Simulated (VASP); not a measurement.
Here is a VASP 6.6.1 calculation.

Contents of INCAR:

```
SYSTEM = Al32C
ALGO     = Fast           ! electronic algorithm
EDIFF    = 1E-6           ! SCF threshold, eV
ENCUT    = 520            ! plane-wave cutoff, eV
ISIF     = 2              ! what is computed and relaxed
ISMEAR   = 0              ! smearing method
LASPH    = .True.         ! aspherical terms in the spheres
LCHARG   = .False.        ! write CHGCAR
LREAL    = Auto         
LWAVE    = .False.        ! write WAVECAR
NBANDS   = 72             ! bands
NELM     = 100            ! most SCF steps
PREC     = Accurate       ! precision mode
SIGMA    = 0.15           ! smearing width, eV
```

Contents of KPOINTS:

```
k-points
0
Gamma
  2 2 2
  0 0 0
```

File POSCAR:

```
Al32C
1.0
    8.1000000000      0.0000000000      0.0000000000
    0.0000000000      8.1000000000      0.0000000000
    0.0000000000      0.0000000000      8.1000000000
Al C
32 1
Direct
    0.5000000000      0.0000000000      0.0000000000
    0.7500000000      0.2500000000      0.0000000000
    0.7500000000      0.0000000000      0.2500000000
    0.0000000000      0.0000000000      0.0000000000
    0.2500000000      0.2500000000      0.0000000000
    0.5000000000      0.5000000000      0.0000000000
    0.7500000000      0.7500000000      0.0000000000
    0.2500000000      0.0000000000      0.2500000000
    0.5000000000      0.2500000000      0.2500000000
    0.7500000000      0.5000000000      0.2500000000
    0.5000000000      0.0000000000      0.5000000000
    0.7500000000      0.2500000000      0.5000000000
    0.7500000000      0.0000000000      0.7500000000
    0.0000000000      0.5000000000      0.0000000000
    0.2500000000      0.7500000000      0.0000000000
    0.0000000000      0.2500000000      0.2500000000
    0.2500000000      0.5000000000      0.2500000000
    0.5000000000      0.7500000000      0.2500000000
    0.0000000000      0.0000000000      0.5000000000
    0.2500000000      0.2500000000      0.5000000000
    0.5000000000      0.5000000000      0.5000000000
    0.7500000000      0.7500000000      0.5000000000
    0.2500000000      0.0000000000      0.7500000000
    0.5000000000      0.2500000000      0.7500000000
    0.7500000000      0.5000000000      0.7500000000
    0.0000000000      0.7500000000      0.2500000000
    0.0000000000      0.5000000000      0.5000000000
    0.2500000000      0.7500000000      0.5000000000
    0.0000000000      0.2500000000      0.7500000000
    0.2500000000      0.5000000000      0.7500000000
    0.5000000000      0.7500000000      0.7500000000
    0.0000000000      0.7500000000      0.7500000000
    0.2470266700      1.0091435800      0.0079296000
```

Potentials or basis: VASP PAW LDA potentials, release 64 (Al, C).

Launch:

```bash
$ cat potpaw_LDA.64/Al/POTCAR potpaw_LDA.64/C/POTCAR > POTCAR
$ mpirun -np 1 vasp_std > vasp.out
```

Question: Estimate the largest force.

Answer: 1.615 eV/Å.

Question: Estimate the pressure.

Answer: -3.2 GPa.

Question: Predict the band gap on the k mesh.

Answer: None (metal or under the smearing width).

Stress tensor (GPa, compression positive):
```
-3.22  0.01  0.01
 0.01 -3.11 -0.03
 0.01 -0.03 -3.15
```

Caveat: the k mesh is coarse (spacing up to 0.39 Å⁻¹), so the values aren't converged.
